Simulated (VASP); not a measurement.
Output of a VASP run:

File OSZICAR:
```
       N       E                     dE             d eps       ncg     rms          rms(c)
DAV:   1     0.103985360010E+03    0.10399E+03   -0.90794E+03  1940   0.105E+03
DAV:   2    -0.667662567238E+01   -0.11066E+03   -0.10810E+03  2350   0.223E+02
DAV:   3    -0.110203714566E+02   -0.43437E+01   -0.43254E+01  2455   0.483E+01
DAV:   4    -0.110686042480E+02   -0.48233E-01   -0.48220E-01  2357   0.547E+00
DAV:   5    -0.110695660185E+02   -0.96177E-03   -0.96174E-03  2469   0.741E-01    0.178E+01
RMM:   6    -0.991901960837E+01    0.11505E+01   -0.69654E+00  1860   0.169E+01    0.112E+01
RMM:   7    -0.970608356485E+01    0.21294E+00   -0.69254E-01  1860   0.641E+00    0.588E+00
RMM:   8    -0.969502373429E+01    0.11060E-01   -0.51432E-02  1860   0.186E+00    0.100E+00
RMM:   9    -0.969280961156E+01    0.22141E-02   -0.24721E-02  1860   0.109E+00    0.164E-01
RMM:  10    -0.969306602996E+01   -0.25642E-03   -0.39688E-03  1878   0.502E-01    0.635E-02
RMM:  11    -0.969319590460E+01   -0.12987E-03   -0.14403E-03  1908   0.257E-01    0.451E-02
RMM:  12    -0.969318746569E+01    0.84389E-05   -0.23966E-04  1850   0.124E-01    0.152E-02
RMM:  13    -0.969319299379E+01   -0.55281E-05   -0.63555E-05  1597   0.565E-02
   1 F= -.96931930E+01 E0= -.96931930E+01  d E =-.969319E+01
       N       E                     dE             d eps       ncg     rms          rms(c)
DAV:   1    -0.973507015921E+01   -0.41883E-01   -0.44164E+00  1860   0.125E+01    0.127E+00
RMM:   2    -0.974693958595E+01   -0.11869E-01   -0.15011E-01  1860   0.299E+00    0.544E-01
RMM:   3    -0.974915519559E+01   -0.22156E-02   -0.22861E-02  1870   0.127E+00    0.322E-01
RMM:   4    -0.974949330452E+01   -0.33811E-03   -0.45054E-03  1903   0.539E-01    0.193E-01
RMM:   5    -0.974946232377E+01    0.30981E-04   -0.95797E-04  1861   0.259E-01    0.373E-02
RMM:   6    -0.974946329903E+01   -0.97526E-06   -0.22780E-04  1818   0.121E-01    0.168E-02
RMM:   7    -0.974947045110E+01   -0.71521E-05   -0.65938E-05  1609   0.592E-02
   2 F= -.97494705E+01 E0= -.97494705E+01  d E =-.562775E-01
       N       E                     dE             d eps       ncg     rms          rms(c)
DAV:   1    -0.975403016894E+01   -0.45669E-02   -0.13820E+00  1888   0.699E+00    0.730E-01
RMM:   2    -0.975772945027E+01   -0.36993E-02   -0.46916E-02  1860   0.167E+00    0.284E-01
RMM:   3    -0.975841122156E+01   -0.68177E-03   -0.71118E-03  1864   0.714E-01    0.180E-01
RMM:   4    -0.975852164581E+01   -0.11042E-03   -0.14501E-03  1910   0.304E-01    0.119E-01
RMM:   5    -0.975851247777E+01    0.91680E-05   -0.35480E-04  1860   0.151E-01    0.260E-02
RMM:   6    -0.975850703582E+01    0.54419E-05   -0.70682E-05  1672   0.690E-02
   3 F= -.97585070E+01 E0= -.97585070E+01  d E =-.653140E-01
```

### OUTCAR
```
------------------------ aborting loop because EDIFF is reached ----------------------------------------
  FORCE on cell =-STRESS in cart. coord.  units (eV):
  Direction    XX          YY          ZZ          XY          YZ          ZX
  --------------------------------------------------------------------------------------
  Total        0.0023210      0.0023210      0.0512098     -0.0000000      0.0000000      0.0000000
  in kB        0.0655529      0.0655529      1.4463669     -0.0000000      0.0000000      0.0000000
  external PRESSURE =       0.5258242 kB  Pullay stress =       0.0000000 kB
  volume of cell :       56.73
      direct lattice vectors                 reciprocal lattice vectors
     3.599782977  0.000000000  0.000000000     0.277794524  0.160384740  0.000000000
    -1.799891489  3.117503580  0.000000000     0.000000000  0.320769479  0.000000000
     0.000000000  0.000000000  5.054780705     0.000000000  0.000000000  0.197832519
 POSITION                                       TOTAL-FORCE (eV/Angst)
 -----------------------------------------------------------------------------------
      0.00000      0.00000      0.00000        -0.000000      0.000000      0.000000
     -0.00000      2.07834      1.23231        -0.000000     -0.000000      0.020475
      1.79989      1.03917      3.82247         0.000000      0.000000     -0.020475
 -----------------------------------------------------------------------------------
    total drift:                                0.000000      0.000000      0.000000
  FREE ENERGIE OF THE ION-ELECTRON SYSTEM (eV)
  ---------------------------------------------------
  free  energy   TOTEN  =        -9.7585070358 eV

  energy  without entropy=       -9.7585070358  energy(sigma->0) =       -9.75850704

 reached required accuracy - stopping structural energy minimisation
```
(Selected blocks of OUTCAR.)

POSCAR:
```
PtS2
1
    3.5997829771     0.0000000000     0.0000000000
   -1.7998914886     3.1175035803     0.0000000000
    0.0000000000     0.0000000000     5.0547807048
Pt S
1 2
Direct
  0.0000000000   0.0000000000   0.0000000000
  0.3333330000   0.6666670000   0.2300000000
  0.6666670000   0.3333330000   0.7700000000
```

Reconstruct the remaining input files.

One answer among several that fit: the input of the run itself, optB88-vdW, plane waves, VASP's PBE PAW potentials (set 64).

KPOINTS:
```
kpoints
0
G
9 9 6
```

INCAR:
```
SYSTEM = PtS2
PREC = Normal
ENCUT = 400
EDIFF = 1E-5
NELM = 100
ALGO = Fast
LREAL = .FALSE.
LASPH = .TRUE.
ISMEAR = 0
SIGMA = 0.05
GGA = BO
PARAM1 = 0.1833333333
PARAM2 = 0.22
LUSE_VDW = .TRUE.
AGGAC = 0.0
LMAXMIX = 6
LWAVE = .FALSE.
LCHARG = .FALSE.
NELMIN = 4
IBRION = 2
ISIF = 2
NSW = 20
EDIFFG = -0.03
```

POTCAR, in this order: Pt S (PBE.64 set). Program: vasp_std.

The compound is PtS2 in the 1T layered structure. This run relaxes the ions in a fixed cell. Symmetry was kept, so distortions that lower it aren't found.
